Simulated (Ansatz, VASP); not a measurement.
# Cross-check of H15C19 (amorphous poly(p-phenylene) at 300 K) between VASP and Ansatz, part 2 of 2

Wanted: the spread between two codes on one cell, functional and k mesh. Of the first pair: The structure shown is the start of the Ansatz relaxation below; VASP solves that cell, so the two are compared at the walk's first step.

VASP 6.6.1 and Ansatz 0.2.0.

So far. Step 3 (VASP: single point, PBE with D3(BJ), start cell, pair 1): The run ends at a pressure of 17.83 GPa, with forces up to 1.4 eV/Å.

## 5. Ansatz: relaxation, PBE with D3(BJ)

Level of this step: Ansatz beside VASP: Kohn-Sham DFT, plane waves, PBE with D3(BJ) (Ansatz).

This run makes the geometry at which the two programs are then compared.

The structure compared here is the end of the Ansatz relaxation.

input.yaml reads:

```yaml
crystal:
  lattice:
    - [11.17144, -0.11729, -0.10502]
    - [-0.11729, 10.07364, -0.07951]
    - [-0.10502, -0.07951, 10.7991]
  atoms:
    - { symbol: C, position: [0.42116, 0.7841, 0.82252] }
    - { symbol: C, position: [0.3432, 0.89412, 0.84713] }
    - { symbol: C, position: [0.28603, 0.9047, 0.95612] }
    - { symbol: C, position: [0.21299, 0.00579, 0.97946] }
    - { symbol: C, position: [0.19394, 0.10143, 0.89438] }
    - { symbol: C, position: [0.2516, 0.09076, 0.78545] }
    - { symbol: C, position: [0.3244, 0.98931, 0.76243] }
    - { symbol: C, position: [0.10889, 0.20204, 0.9156] }
    - { symbol: C, position: [0.08193, 0.24268, 0.03205] }
    - { symbol: C, position: [0.98838, 0.32039, 0.05273] }
    - { symbol: C, position: [0.91562, 0.35971, 0.95844] }
    - { symbol: C, position: [0.95081, 0.33139, 0.84166] }
    - { symbol: C, position: [0.0453, 0.25479, 0.82074] }
    - { symbol: C, position: [0.8014, 0.4137, 0.98209] }
    - { symbol: C, position: [0.73509, 0.47648, 0.89509] }
    - { symbol: C, position: [0.62184, 0.51146, 0.91701] }
    - { symbol: C, position: [0.57134, 0.48953, 0.02843] }
    - { symbol: C, position: [0.63893, 0.43169, 0.11685] }
    - { symbol: C, position: [0.75002, 0.39242, 0.093] }
    - { symbol: C, position: [0.45181, 0.52591, 0.05491] }
    - { symbol: C, position: [0.4295, 0.60042, 0.15699] }
    - { symbol: C, position: [0.31829, 0.64042, 0.18033] }
    - { symbol: C, position: [0.22393, 0.60613, 0.10446] }
    - { symbol: C, position: [0.24588, 0.5254, 0.00583] }
    - { symbol: C, position: [0.35753, 0.48716, 0.98103] }
    - { symbol: C, position: [0.10889, 0.66129, 0.12303] }
    - { symbol: C, position: [0.02846, 0.66899, 0.02775] }
    - { symbol: C, position: [0.92461, 0.73136, 0.04095] }
    - { symbol: C, position: [0.89762, 0.79355, 0.14872] }
    - { symbol: C, position: [0.97575, 0.7824, 0.24565] }
[... 100 atom lines left out ...]
    - { symbol: H, position: [0.91145, 0.28392, 0.34027] }
    - { symbol: H, position: [0.73957, 0.20984, 0.66945] }
    - { symbol: H, position: [0.62353, 0.40325, 0.64218] }
    - { symbol: H, position: [0.86116, 0.0296, 0.47724] }
    - { symbol: H, position: [0.91159, 0.08885, 0.61764] }
    - { symbol: H, position: [0.9897, 0.12539, 0.4861] }
kpoints:
  mp_grid: { grid: [1, 1, 1] }
hamiltonian:
  xc: pbe
  dispersion: d3bj
scf:
  occupations: { method: fixed }
output:
  forces: true
  eigenvalues: true
  stress: true
relax:
  f_tol: 0.05
  max_steps: 70
```

Launch:

```bash
$ ansatz run input.yaml --threads 4 --pin off --max-ram 8192MiB --backend cpu --events-out ev --progress --plain --runs-dir out
```

Numbers of over 12 decimals in the logs are rounded to 6 here.

What it wrote:

```text
[...]
Crystal: 136 atoms, lattice volume = 1214.967 Å³
Basis set: ecut = 420 eV, 23717 PW (Γ), exchange–correlation on 150×144×150 points (8 copies of the dense FFT grid, shifted against one another)
Bands: 318, of which v1, the nominal top of the filled ones, is band 182 counted from 1 (181 counted from 0)
Symmetry: 1 space group operations
[...]
k-points: 1
[...]
- { symbol: H, position: [0.371250, 0.955500, 0.657616] }
    - { symbol: H, position: [0.150297, 0.196076, 0.113473] }
[...]
- { symbol: C, position: [0.857321, 0.208068, 0.507850] }
    - { symbol: C, position: [0.771112, 0.242839, 0.594406] }
    - { symbol: C, position: [0.699795, 0.352781, 0.577323] }
    - { symbol: C, position: [0.929918, 0.086439, 0.524328] }
[...]
- { symbol: H, position: [0.634865, 0.378390, 0.647380] }
    - { symbol: H, position: [0.878687, -0.00382959, 0.495303] }
    - { symbol: H, position: [0.955333, 0.073175, 0.621778] }
    - { symbol: H, position: [1.011397, 0.091338, 0.469452] }
```

## 6. VASP: single point, PBE with D3(BJ), relaxed cell, pair 2

The same cell, functional and mesh now go to VASP, with its own data sets.

INCAR reads:

```
SYSTEM = H15C19
PREC = Accurate
ENCUT = 600
EDIFF = 1E-06
NELM = 120
ISMEAR = 0
SIGMA = 0.01
LREAL = Auto
ALGO = Normal
GGA = PE
IVDW = 12
NBANDS = 277
LORBIT = 11
LWAVE = .FALSE.
LCHARG = .FALSE.
ISIF = 2
LASPH = .TRUE.
GGA_COMPAT = .FALSE.
EFERMI = MIDGAP
```

POSCAR reads:

```
H15C19
1.0
   11.1714400000     -0.1172900000     -0.1050200000
   -0.1172900000     10.0736400000     -0.0795100000
   -0.1050200000     -0.0795100000     10.7991000000
C H
76 60
Direct
    0.4354200000      0.7549000000      0.8110800000
    0.3539300000      0.8670200000      0.8368300000
    0.2967600000      0.8780700000      0.9506700000
    0.2248100000      0.9849600000      0.9774300000
    0.2077100000      0.0857300000      0.8906700000
    0.2619900000      0.0721400000      0.7753600000
    0.3327800000      0.9645500000      0.7489800000
    0.1249900000      0.1934800000      0.9146000000
    0.0970500000      0.2323100000      0.0359400000
    0.0023700000      0.3151800000      0.0578500000
    0.9300800000      0.3608100000      0.9598600000
    0.9681600000      0.3361800000      0.8389100000
    0.0639000000      0.2545300000      0.8167500000
    0.8122100000      0.4160300000      0.9834600000
    0.7424400000      0.4776300000      0.8925300000
    0.6248500000      0.5112800000      0.9153600000
    0.5743900000      0.4903300000      0.0318000000
    0.6456900000      0.4340800000      0.1241200000
    0.7603200000      0.3941000000      0.0985300000
    0.4501500000      0.5223700000      0.0600500000
    0.4261700000      0.5932000000      0.1689500000
    0.3106300000      0.6310500000      0.1946600000
    0.2143400000      0.6006300000      0.1130200000
    0.2376500000      0.5211600000      0.0083400000
    0.3533600000      0.4827500000      0.9824100000
    0.0973700000      0.6624800000      0.1303100000
    0.0163700000      0.6729300000      0.0301500000
    0.9112900000      0.7422100000      0.0414000000
    0.8848200000      0.8103000000      0.1513400000
    0.9640800000      0.7981500000      0.2528900000
[... 100 atom lines left out ...]
    0.9412600000      0.2673700000      0.3393300000
    0.7606400000      0.1831400000      0.6766500000
    0.6348600000      0.3783900000      0.6473800000
    0.8786900000      0.9961700000      0.4953000000
    0.9553300000      0.0731800000      0.6217800000
    0.0114000000      0.0913400000      0.4694500000
```

KPOINTS reads:

```
Automatic mesh
0
Gamma
1 1 1
0 0 0
```

The projector-augmented-wave data sets are C and H (PBE family, release 64).

Launch:

```bash
$ export OMP_NUM_THREADS=3
$ mpirun -np 1 vasp_gam
```

What it wrote:

```text
[... set-up lines as in an earlier step ...]
 entering main loop
       N       E                     dE             d eps       ncg     rms          rms(c)
DAV:   1     0.261298412921E+04    0.26130E+04   -0.20795E+05   554   0.139E+03
DAV:   2    -0.673629733566E+03   -0.32866E+04   -0.30838E+04   695   0.301E+02
DAV:   3    -0.976725880406E+03   -0.30310E+03   -0.29917E+03   700   0.913E+01
DAV:   4    -0.984427713393E+03   -0.77018E+01   -0.76761E+01   684   0.163E+01
[...]
DAV:  14    -0.904494419794E+03   -0.25233E-04   -0.26339E-04   724   0.384E-02    0.184E-02
DAV:  15    -0.904494417649E+03    0.21449E-05   -0.32953E-05   660   0.131E-02    0.775E-03
DAV:  16    -0.904494416908E+03    0.74041E-06   -0.74320E-06   660   0.767E-03
   1 F= -.91612976E+03 E0= -.91612976E+03  d E =0.000000E+00
```

From OUTCAR (step 6):

```text
  FREE ENERGIE OF THE ION-ELECTRON SYSTEM (eV)
  ---------------------------------------------------
  free  energy   TOTEN  =      -916.1297582835 eV

  energy  without entropy=     -916.1297582835  energy(sigma->0) =     -916.12975828
```

The run ends at a pressure of 1.44 GPa, with forces up to 0.051 eV/Å.

## 7. Side by side

What differs besides the data sets and the points named for the pairs above, as far as they apply: the cutoff is 420 eV in Ansatz and 600 eV in VASP (PREC = Accurate, projectors in real space). Total energies have different zeros and are not compared.

Both answers:

| quantity | Ansatz | VASP | difference |
| --- | --- | --- | --- |
| pressure (GPa) | 1.48 | 1.44 | +0.04 |
| gap on the k mesh (eV) | 2.537 | 2.536 | +0.002 |

At this near-relaxed geometry the largest component of a force difference is 39 meV/Å. A gap on the mesh is an upper bound, since the band edges may lie between its points.

## 8. Summary of results

```
r.m.s. force difference (single point, PBE with D3(BJ), start cell, pair 1)   : 2.2 % of the r.m.s. force
r.m.s. force difference (single point, PBE with D3(BJ), relaxed cell, pair 2) : 14 meV/Å
```

In words: The r.m.s. force difference is 14 meV/Å (single point, PBE with D3(BJ), relaxed cell, pair 2), beyond the 12 meV/Å picked in this series as the mark of a large difference. What causes the difference of the single point, PBE with D3(BJ), relaxed cell, pair 2 pair stays open here. How closely two codes agree says nothing of how well the functional describes the real material.

[Lines on the potential files, build, host, timing and source positions are cut from VASP's logs without a mark.]

[Logs are printed without paths, hosts, clocks, repeated set-up lines and the standing remarks that a program may print on its own settings, such as how far it seeks lower states.]

[Hosts, paths, dates, database ids (printed as entryN), source tags and the programs' standing remarks are cut or masked in the printed files.]
